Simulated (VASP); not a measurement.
Crystal: WC.

```
CELL_PARAMETERS angstrom
2.90650 0.00000 0.00000
-1.45325 2.51710 0.00000
0.00000 0.00000 2.83660
ATOMIC_POSITIONS crystal
W 0.00000 0.00000 0.00000
C 0.66667 0.33333 0.50000
```

```yaml
Program: VASP 6.6.1
Task: relaxation of cell and atoms
Functional: PBE
Potentials_or_basis: VASP PAW PBE potentials, release 64 (W_sv, C)
Cutoff: 520 eV
k_mesh: 3 × 3 × 4
Occupations: gaussian, width 0.1 eV
Spin: no spin polarisation
```

At the start: pressure 10.7 GPa; volume 10.38 Å³/atom.

Q: How do energy, volume and symmetry change on relaxing?

A: Over 8 steps the energy falls by 11.1 meV/atom and the volume is 10.67 Å³/atom (+2.8 %); space group P-6m2 (No. 187, to 0.05 Å).

The path:
```tsv
step	energy change (eV)	largest force (eV/Å)	pressure (GPa)	volume (Å³)
1	0.0000	0.0000	10.68	20.75
2	0.1014	0.0000	-23.46	22.90
3	-0.0191	0.0000	-0.60	21.34
4	-0.0191	0.0000	-0.33	21.33
5	-0.0221	0.0000	-0.26	21.35
6	-0.0222	0.0000	-0.26	21.35
7	-0.0221	0.0000	0.56	21.30
8	-0.0222	0.0000	0.01	21.33
```

Final structure:
```xyz
2
Lattice="2.9481 0.0000 0.0000 -1.4740 2.5531 0.0000 0.0000 0.0000 2.8345" Properties=species:S:1:pos:R:3 pbc="T T T"
W     0.0000    0.0000    0.0000
C     1.4740    0.8510    1.4173
```

Caveat: the k mesh is coarse (spacing up to 0.83 Å⁻¹), so the values aren't converged.
